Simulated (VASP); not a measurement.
# Cl2SnSeH2 in VASP: settings compared

Aim: see how the results for Cl2SnSeH2 move with the level of theory and the settings. Levels: PBE+TS, PBE, r2SCAN0+D4. Tasks: atomic charges, electron localisation function, single point.

Everything below comes from runs of VASP 6.6.1. Logs are shortened: lines on timing, memory, paths and dates and some standing lists are left out, and cuts for length are marked.

## 1. The structure

The cell holds a molecule in a box, 6 atoms: a = 13.000 Å, b = 13.000 Å, c = 13.000 Å, α = 90.00°, β = 90.00°, γ = 90.00°.

## 2. Atomic charges, PBE+TS

INCAR reads:

```
SYSTEM = SnH2SeCl2
PREC     = Accurate       ! precision mode
ENCUT    = 520            ! plane-wave cutoff, eV
EDIFF    = 1E-6           ! SCF threshold, eV
ISMEAR   = 0              ! smearing method
SIGMA    = 0.01           ! smearing width, eV
LREAL    = .False.        ! projectors in reciprocal space
LASPH    = .True.         ! aspherical terms in the spheres
NELM     = 60             ! most SCF steps
ALGO     = Normal         ! electronic algorithm
ISIF     = 2              ! what is computed and relaxed
LWAVE    = .False.        ! write WAVECAR
LCHARG   = .True.         ! write CHGCAR
GGA      = PE             ! functional
IVDW     = 2              ! dispersion correction
LORBIT   = 11             ! projections on sites
LELF     = .True.         ! ELF
LVHAR    = .True.       
LVACPOTAV= .True.
```

KPOINTS reads:

```
regular mesh
0
Gamma
  1 1 1
  0 0 0
```

POSCAR reads:

```
SnH2SeCl2
1.0
   13.0000000000      0.0000000000      0.0000000000
    0.0000000000     13.0000000000      0.0000000000
    0.0000000000      0.0000000000     13.0000000000
Cl Sn Se H
2 1 1 2
Direct
    0.4091653800      0.3748807700      0.6098000000
    0.6418576900      0.3855115400      0.4424384600
    0.5212423100      0.4856653800      0.5263846200
    0.4288961500      0.5807884600      0.3868153800
    0.5806115400      0.5569192300      0.6184153800
    0.3601423100      0.6283500000      0.4630846200
```

Potentials or basis: VASP PAW PBE potentials, release 64 (Cl, Sn_d, Se, H).

On the command line:

```
$ cat potpaw_PBE.64/Cl/POTCAR potpaw_PBE.64/Sn_d/POTCAR potpaw_PBE.64/Se/POTCAR potpaw_PBE.64/H/POTCAR > POTCAR
$ mpirun -np 1 vasp_gam > vasp.out
```

OUTCAR:

```text
SYSTEM = SnH2SeCl2
   PREC = Accurate
   ENCUT = 520
   EDIFF = 1E-6
   ISMEAR = 0
   LREAL = .False.
   LASPH = .True.
   NELM = 60
   ISIF = 2
   GGA = PE
   IVDW = 2
   LORBIT = 11
  IVDW =   2

 ion  position               nearest neighbor table
   1  0.409  0.375  0.610-   3 2.32
   2  0.642  0.386  0.442-   3 2.31
   3  0.521  0.486  0.526-   5 1.70   2 2.31   1 2.32   4 2.50
   4  0.429  0.581  0.387-   6 1.47   3 2.50
   5  0.581  0.557  0.618-   3 1.70
   6  0.360  0.628  0.463-   4 1.47

  LATTYP: Found a simple cubic cell.
 ALAT       =    13.0000000000

  Lattice vectors:

 A1 = (  13.0000000000,   0.0000000000,   0.0000000000)
 A2 = (   0.0000000000,  13.0000000000,   0.0000000000)
 A3 = (   0.0000000000,   0.0000000000,  13.0000000000)

Analysis of symmetry for initial positions (statically):
=====================================================================
 Subroutine PRICEL returns:
 Original cell was already a primitive cell.

 Routine SETGRP: Setting up the symmetry group for a
 simple cubic supercell.

 Subroutine GETGRP returns: Found  1 space group operations
 (whereof  1 operations were pure point group operations)
 out of a pool of 48 trial point group operations.

The static configuration has the point symmetry C_1 .

Analysis of symmetry for dynamics (positions and initial velocities):
=====================================================================
 Subroutine PRICEL returns:
 Original cell was already a primitive cell.

 Routine SETGRP: Setting up the symmetry group for a
 simple cubic supercell.

 Subroutine GETGRP returns: Found  1 space group operations
 (whereof  1 operations were pure point group operations)
 out of a pool of 48 trial point group operations.

The dynamic configuration has the point symmetry C_1 .

 Subroutine INISYM returns: Found  1 space group operations
 (whereof  1 operations are pure point group operations),
 and found     1 'primitive' translations

----------------------------------------------------------------------------------------

                                     Primitive cell

  volume of cell :    2197.0000

  direct lattice vectors                    reciprocal lattice vectors
    13.000000000  0.000000000  0.000000000     0.076923077  0.000000000  0.000000000
     0.000000000 13.000000000  0.000000000     0.000000000  0.076923077  0.000000000
     0.000000000  0.000000000 13.000000000     0.000000000  0.000000000  0.076923077

  length of vectors
    13.000000000 13.000000000 13.000000000     0.076923077  0.076923077  0.076923077

  position of ions in fractional coordinates (direct lattice)
     0.409165380  0.374880770  0.609800000
     0.641857690  0.385511540  0.442438460
     0.521242310  0.485665380  0.526384620
     0.428896150  0.580788460  0.386815380
     0.580611540  0.556919230  0.618415380
     0.360142310  0.628350000  0.463084620

  ion indices of the primitive-cell ions
   primitive index   ion index
                 1           1
                 2           2
                 3           3
                 4           4
                 5           5
                 6           6

----------------------------------------------------------------------------------------

 KPOINTS: regular mesh

Automatic generation of k-mesh.
 Grid dimensions read from file:
 generate k-points for:    1    1    1

 Generating k-lattice:

  Cartesian coordinates                     Fractional coordinates (reciprocal lattice)
     0.076923077  0.000000000  0.000000000     1.000000000  0.000000000  0.000000000
     0.000000000  0.076923077  0.000000000     0.000000000  1.000000000  0.000000000
     0.000000000  0.000000000  0.076923077     0.000000000  0.000000000  1.000000000

  Length of vectors
     0.076923077  0.076923077  0.076923077

  Shift w.r.t. Gamma in fractional coordinates (k-lattice)
     0.000000000  0.000000000  0.000000000

 Subroutine IBZKPT returns following result:
 ===========================================

 Found      1 irreducible k-points:

 Following reciprocal coordinates:
            Coordinates               Weight
  0.000000  0.000000  0.000000      1.000000
   k-points           NKPTS =      1   k-points in BZ     NKDIM =      1   number of bands    NBANDS=     22
   number of dos      NEDOS =    301   number of ions     NIONS =      6
   total plane-waves  NPLWV = 941192
   dimension x,y,z NGX =    98 NGY =   98 NGZ =   98
   dimension x,y,z NGXF=   196 NGYF=  196 NGZF=  196
   ions per type =               2   1   1   2
   NGX,Y,Z   is equivalent  to a cutoff of  12.53, 12.53, 12.53 a.u.
   NGXF,Y,Z  is equivalent  to a cutoff of  25.06, 25.06, 25.06 a.u.
 SYSTEM =  SnH2SeCl2
   PREC   = accura    normal or accurate (medium, high low for compatibility)
   ISTART =      0    job   : 0-new  1-cont  2-samecut
   ICHARG =      2    charge: 1-file 2-atom 10-const
   ISPIN  =      1    spin polarized calculation?
   LNONCOLLINEAR =      F non collinear calculations
   LSORBIT =      F    spin-orbit coupling
   LASPH  =      T    aspherical Exc in radial PAW
   ENCUT  =  520.0 eV  38.22 Ry    6.18 a.u.  24.17 24.17 24.17*2*pi/ulx,y,z
   NELM   =     60;   NELMIN=  2; NELMDL= -5     # of ELM steps
   EDIFF  = 0.1E-05   stopping-criterion for ELM
   LREAL  =      F    real-space projection
   EDIFFG = 0.1E-04   stopping-criterion for IOM
   NSW    =      0    number of steps for IOM
   IBRION =     -1    ionic relax: 0-MD 1-quasi-New 2-CG
   NFREE  =      0    steps in history (QN), initial steepest desc. (CG)
   ISIF   =      2    stress and relaxation
   ISYM   =      2    0-nonsym 1-usesym 2-fastsym
   POTIM  = 0.5000    time-step for ionic-motion
   TEBEG  =    0.0;   TEEND  =   0.0 temperature during run
   PSTRESS=    0.0 pullay stress
   NELECT =      36.0000    total number of electrons
   NUPDOWN=      -1.0000    fix difference up-down
   EMIN   =  10.00;   EMAX   =-10.00  energy-range for DOS
   EFERMI =   0.00;   METHOD = LEGACY
   ISMEAR =     0;   SIGMA  =   0.01  broadening in eV -4-tet -1-fermi 0-gaus
   EFERMI_NEDOS =   21; number of points for ismear=-14 and -15
   IALGO  =     38    algorithm
   IMIX   =      4    mixing-type and parameters
     AMIX     =   0.40;   BMIX     =  1.00
     AMIX_MAG =   1.60;   BMIX_MAG =  1.00
  volume/ion in A,a.u.               =     366.17      2471.01
  Fermi-wavevector in a.u.,A,eV,Ry     =   0.415814  0.785774  2.352463  0.172901
  Thomas-Fermi vector in A             =   1.375002
   LORBIT       =     11    0 simple, 1 ext, 2 COOP (PROOUT), +10 PAW based schemes
   GGA     = PE    functional components
   LHFCALC =     F    Hartree Fock is set to
   AEXX    =    0.0000 exact exchange contribution
   IVDW    =     2    specifies the selected vdW correction
   LEPSILON=     F    determine dielectric tensor
   LRPA    =     F    only Hartree local field effects (RPA)
 non-spin polarized calculation
 Gauss-broadening in eV      SIGMA  =   0.01
  energy-cutoff  :      520.00
  volume of cell :     2197.00
 maximum number of plane-waves:     29543
 NGX is ok and might be reduce to    98
   NGX = 49   NGY = 49   NGZ = 49

 number of electron      36.0000006 magnetization

 Free energy of the ion-electron system (eV)
  ---------------------------------------------------
  ext. energy  EPLUGINS =         0.00000000
  ---------------------------------------------------
  free energy    TOTEN  =       -19.99926325 eV

  energy without entropy =      -19.99926325  energy(sigma->0) =      -19.99926325

 E-fermi :  -5.9876     XC(G=0):  -0.9311

 val. band max:       -6.0928754871   @ k =   0.0000   0.0000   0.0000
 cond. band min:      -2.5290738650   @ k =   0.0000   0.0000   0.0000
 fundamental gap:      3.5638016221
 Fermi energy:        -5.9876024045

 k-point     1 :       0.0000    0.0000    0.0000
  band No.  band energies     occupation
      1     -26.9701      2.00000
      2     -26.8997      2.00000
      3     -26.8256      2.00000
      4     -26.7643      2.00000
      5     -26.7529      2.00000
      6     -20.1890      2.00000
[... 14 lines left out ...]
     21      -0.9798      0.00000
     22      -0.7938      0.00000

------------------------ aborting loop because EDIFF is reached ----------------------------------------

  Hirshfeld charges:
            ion         q(e)
   ------------------------------
      1     Cl      -0.18207899
      2     Cl      -0.17322356
      3     Sn       0.43338374
      4     Se      -0.05585717
      5     H       -0.05026121
      6     H        0.02803719

  Tkatchenko/Scheffler method for vdW energy calculation

  Number of pair interactions contributing to vdW energy:    5078

  Edisp (eV):   -0.06392

  FORCE on cell =-STRESS in cart. coord.  units (eV):
  Direction    XX          YY          ZZ          XY          YZ          ZX
  --------------------------------------------------------------------------------------
  -------------------------------------------------------------------------------------
  Total       1.21519     1.01866     1.29062    -0.19127    -0.10474    -0.33649
  in kB       0.88618     0.74286     0.94120    -0.13949    -0.07639    -0.24539
  external pressure =        0.86 kB  Pullay stress =        0.00 kB

 VOLUME and BASIS-vectors are now :
 -----------------------------------------------------------------------------
  energy-cutoff  :      520.00
  volume of cell :     2197.00
      direct lattice vectors                 reciprocal lattice vectors
    13.000000000  0.000000000  0.000000000     0.076923077  0.000000000  0.000000000
     0.000000000 13.000000000  0.000000000     0.000000000  0.076923077  0.000000000
     0.000000000  0.000000000 13.000000000     0.000000000  0.000000000  0.076923077

 POSITION                                       TOTAL-FORCE (eV/Angst)
 -----------------------------------------------------------------------------------
      5.31915      4.87345      7.92740        -0.265532     -0.267463      0.213101
      8.34415      5.01165      5.75170         0.297324     -0.233661     -0.196563
      6.77615      6.31365      6.84300         0.011415      0.196782      0.085381
      5.57565      7.55025      5.02860        -0.005256      0.072239     -0.477118
      7.54795      7.23995      8.03940         0.116780      0.124903      0.172960
      4.68185      8.16855      6.02010        -0.154731      0.107201      0.202240
 -----------------------------------------------------------------------------------
    total drift:                               -0.000832     -0.000987     -0.001198

  FREE ENERGIE OF THE ION-ELECTRON SYSTEM (eV)
  ---------------------------------------------------
  free  energy   TOTEN  =       -20.0631840041 eV

  energy  without entropy=      -20.0631840041  energy(sigma->0) =      -20.06318400

 total charge

# of ion       s       p       d       tot
------------------------------------------
    1        1.605   3.509   0.000   5.115
    2        1.605   3.510   0.000   5.115
    3        1.059   1.196  10.130  12.385
    4        1.468   2.374   0.043   3.885
    5        0.520   0.010   0.000   0.530
    6        0.528   0.026   0.000   0.554
--------------------------------------------------
tot          6.785  10.626  10.173  27.584
```

Wall time 2.1 min (1 thread of Intel Xeon 6975P-C (Granite Rapids), shared host); peak memory 1.6 GiB.

Results:

* Free energy: -20.0632 eV
* Largest force: 0.483 eV/Å
* Gap between the frontier levels: 3.56 eV
* Valence electrons inside the program's atomic spheres: Cl 5.12; Sn 12.38; Se 3.88; H 0.53, 0.55
* Hirshfeld charges: Cl -0.18, -0.17; Sn +0.43; Se -0.06; H -0.05, +0.03 e
* Dispersion energy per atom: -0.011 eV

Forces in eV/Å, atoms in the order of the input:
```
Cl  -0.266 -0.267  0.213
Cl   0.297 -0.234 -0.197
Sn   0.011  0.197  0.085
Se  -0.005  0.072 -0.477
H    0.117  0.125  0.173
H   -0.155  0.107  0.202
```

Caveat: spin-orbit coupling is left out, which moves the levels of the heavy elements.

## 3. Electron localisation function, PBE

INCAR reads:

```
PREC     = Accurate       # precision mode
ENCUT    = 520            # plane-wave cutoff, eV
EDIFF    = 1E-6           # SCF threshold, eV
ISMEAR   = 0              # smearing method
SIGMA    = 0.01           # smearing width, eV
LREAL    = F              # projectors in reciprocal space
LASPH    = T              # aspherical terms in the spheres
NELM     = 100            # most SCF steps
ALGO     = Normal         # electronic algorithm
ISIF     = 2              # what is computed and relaxed
LWAVE    = F              # write WAVECAR
LCHARG   = T              # write CHGCAR
GGA      = PE             # functional
LELF     = T              # ELF
```

KPOINTS reads:

```
regular mesh
0
Gamma
  1 1 1
```

POSCAR is that of step 2.

Potentials or basis: VASP PAW PBE potentials, release 64 (Cl, Sn_d, Se, H).

On the command line:

```
$ cat potpaw_PBE.64/Cl/POTCAR potpaw_PBE.64/Sn_d/POTCAR potpaw_PBE.64/Se/POTCAR potpaw_PBE.64/H/POTCAR > POTCAR
$ mpirun -np 1 vasp_gam > vasp.out
```

Wall time 1.9 min (1 thread of Intel Xeon 6975P-C (Granite Rapids), shared host); peak memory 1.5 GiB.

It converged, with:

```
Free energy                     : -19.9993 eV
Largest force                   : 0.481 eV/Å
Gap between the frontier levels : 3.56 eV
```

Forces in eV/Å, atoms in the order of the input:
```
Cl  -0.255 -0.267  0.210
Cl   0.282 -0.225 -0.192
Sn   0.007  0.201  0.083
Se   0.001  0.064 -0.477
H    0.118  0.120  0.175
H   -0.153  0.108  0.201
```

Levels at points of the mesh, in eV from the valence-band top:
```csv
k point,band 15,band 16,band 17,band 18,band 19,band 20,band 21,band 22
"(0.00, 0.00, 0.00)",-1.45,-1.32,-1.07,0.00,3.56,4.92,5.11,5.30
```

Caveat: spin-orbit coupling is left out, which moves the levels of the heavy elements.

## 4. Single point, r2SCAN0+D4

POSCAR is that of step 3.

INCAR.step1 reads:

```
SYSTEM = SnH2SeCl2
ALGO     = Normal         ! electronic algorithm
EDIFF    = 1E-5           ! SCF threshold, eV
ENCUT    = 400            ! plane-wave cutoff, eV
GGA      = PE             ! functional
ISIF     = 2              ! what is computed and relaxed
ISMEAR   = 0              ! smearing method
LASPH    = .TRUE.         ! aspherical terms in the spheres
LCHARG   = .FALSE.        ! write CHGCAR
LREAL    = .FALSE.        ! projectors in reciprocal space
LWAVE    = .TRUE.         ! write WAVECAR
NELM     = 100            ! most SCF steps
PREC     = Accurate       ! precision mode
SIGMA    = 0.01           ! smearing width, eV
```

INCAR.step2 reads:

```
SYSTEM = SnH2SeCl2
AEXX     = 0.25           ! exact-exchange fraction
ALGO     = Normal         ! electronic algorithm
EDIFF    = 1E-6           ! SCF threshold, eV
ENCUT    = 400            ! plane-wave cutoff, eV
ISIF     = 2              ! what is computed and relaxed
ISMEAR   = 0              ! smearing method
ISTART   = 1            
IVDW     = 13             ! dispersion correction
LASPH    = .TRUE.         ! aspherical terms in the spheres
LCHARG   = .FALSE.        ! write CHGCAR
LHFCALC  = .TRUE.         ! exact exchange
LMIXTAU  = .TRUE.       
LREAL    = .FALSE.        ! projectors in reciprocal space
LWAVE    = .FALSE.        ! write WAVECAR
METAGGA  = R2SCAN         ! meta-GGA
NELM     = 100            ! most SCF steps
PREC     = Accurate       ! precision mode
PRECFOCK = Fast         
SIGMA    = 0.01           ! smearing width, eV
VDW_A1   = 0.4778       
VDW_A2   = 5.8779       
VDW_S6   = 1.0          
VDW_S8   = 0.8992
```

KPOINTS reads:

```
k-points
0
G
  1 1 1
  0 0 0
```

Potentials or basis: VASP PAW PBE potentials, release 64 (Cl, Sn_d, Se, H_s).

On the command line:

```
$ cat potpaw_PBE.64/Cl/POTCAR potpaw_PBE.64/Sn_d/POTCAR potpaw_PBE.64/Se/POTCAR potpaw_PBE.64/H_s/POTCAR > POTCAR
$ cp INCAR.step1 INCAR
$ mpirun -np 1 vasp_gam > vasp.out
$ cp INCAR.step2 INCAR
$ mpirun -np 1 vasp_gam > vasp.out
```

Run time: 7.8 min. Hardware: 1 thread of Intel Xeon 6975P-C (Granite Rapids), shared host; peak memory 1.5 GiB.

Results (log left out):

| Property | Result |
| --- | --- |
| Free energy | -57.3685 eV |
| Largest force | 0.233 eV/Å |
| Gap between the frontier levels | 5.94 eV |
| Dispersion energy per atom | -0.011 eV |

Forces on the atoms (eV/Å):
```
Cl   0.067  0.051 -0.054
Cl  -0.077  0.049  0.046
Sn  -0.028  0.027 -0.025
Se  -0.062  0.013  0.224
H   -0.034 -0.045 -0.057
H    0.135 -0.095 -0.134
```

Levels at points of the mesh, in eV from the valence-band top:
```
           k point  band 15  band 16  band 17  band 18  band 19  band 20  band 21  band 22
(0.00, 0.00, 0.00)    -1.75    -1.60    -1.17     0.00     5.94     7.26     7.43     7.62
```

Caveat: the PAW data sets were made with another functional, which shifts forces and pressure a little; spin-orbit coupling is left out, which moves the levels of the heavy elements.

## 5. Summary

| task | level | potentials or basis | cutoff (eV) | grid for exact exchange (PRECFOCK) | exchange at q = 0 | gap on the mesh (eV) | largest force (eV/Å) |
| --- | --- | --- | --- | --- | --- | --- | --- |
| atomic charges | PBE+TS | VASP PAW PBE potentials, release 64 (Cl, Sn_d, Se, H) | 520 | - | - | 3.56 | 0.48 |
| electron localisation function | PBE | VASP PAW PBE potentials, release 64 (Cl, Sn_d, Se, H) | 520 | - | - | 3.56 | 0.48 |
| single point | r2SCAN0+D4 | VASP PAW PBE potentials, release 64 (Cl, Sn_d, Se, H_s) | 400 | Fast | default | 5.94 | 0.23 |

Alike in all rows: no spin polarisation; cell as given; k mesh 1 × 1 × 1; smearing gaussian 0.01 eV.

Caveats: spin-orbit coupling is left out, which moves the levels of the heavy elements; the PAW data sets were made with another functional, which shifts forces and pressure a little (some runs).

Absolute energies hang on the potentials; compare differences alone.
